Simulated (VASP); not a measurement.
These are PBEsol GGA, VASP's PBE PAW potentials (set 64) (plane waves; VASP 6.6.1) values and carry that method's errors.

Input for VASP

INCAR:
```
SYSTEM=GaAs
PREC=Accurate; ENCUT=530; LREAL=.False.
LASPH=.True.
EDIFF=1E-7; NELM=100; ALGO=Normal
LMAXMIX=4
ISMEAR=0; SIGMA=0.05
GGA=PS
IBRION=6; NSW=1; ISIF=3
POTIM=0.015; NFREE=2
LWAVE=.False.; LCHARG=.False.
```

POSCAR:
```
GaAs
1
   -0.0000000000     2.8284858617     2.8284858617
    2.8284858617     0.0000000000     2.8284858617
    2.8284858617     2.8284858617    -0.0000000000
Ga As
1 1
Direct
  0.0000000000   0.0000000000   0.0000000000
  0.2500000000   0.2500000000   0.2500000000
```

KPOINTS:
```
K-points
0
gamma
 7 7 7
0 0 0
```

POTCAR, in this order: Ga_d As (PBE.64 set). Program: vasp_std.

What VASP printed:

**OUTCAR**
```
 ion  position               nearest neighbor table
   1  0.000  0.000  0.000-   2 2.45   2 2.45   2 2.45   2 2.45
   2  0.250  0.250  0.250-   1 2.45   1 2.45   1 2.45   1 2.45
  LATTYP: Found a face centered cubic cell.
 ALAT       =     5.6569717234
 Subroutine PRICEL returns:
 Original cell was already a primitive cell.
 Subroutine GETGRP returns: Found 24 space group operations
The static configuration has the point symmetry T_d .
The dynamic configuration has the point symmetry T_d .
 Subroutine INISYM returns: Found 24 space group operations
 Subroutine IBZKPT returns following result:
 Found     20 irreducible k-points:

 Following reciprocal coordinates:
            Coordinates               Weight
  0.000000  0.000000  0.000000      1.000000
  0.142857  0.000000  0.000000      8.000000
  0.285714  0.000000  0.000000      8.000000
  0.428571  0.000000  0.000000      8.000000
  0.142857  0.142857  0.000000      6.000000
  0.285714  0.142857  0.000000     24.000000
  0.428571  0.142857  0.000000     24.000000
 -0.428571  0.142857  0.000000     24.000000
 -0.285714  0.142857  0.000000     24.000000
...
```

File OUTCAR:
```


 TOTAL ELASTIC MODULI (kBar)
 Direction    XX          YY          ZZ          XY          YZ          ZX
 --------------------------------------------------------------------------------
 XX        1108.9607    500.4824    500.4824      0.0000      0.0000     -0.0000
 YY         500.4824   1108.9607    500.4824      0.0000      0.0000     -0.0000
 ZZ         500.4824    500.4824   1108.9607      0.0000      0.0000     -0.0000
 XY           0.0000      0.0000      0.0000    549.4428      0.0000      0.0000
 YZ           0.0000      0.0000      0.0000      0.0000    549.4428     -0.0000
 ZX          -0.0000     -0.0000     -0.0000      0.0000     -0.0000    549.4428
 --------------------------------------------------------------------------------
```
(Selected blocks of OUTCAR.)

The compound is GaAs in the zinc blende structure. It was relaxed first.
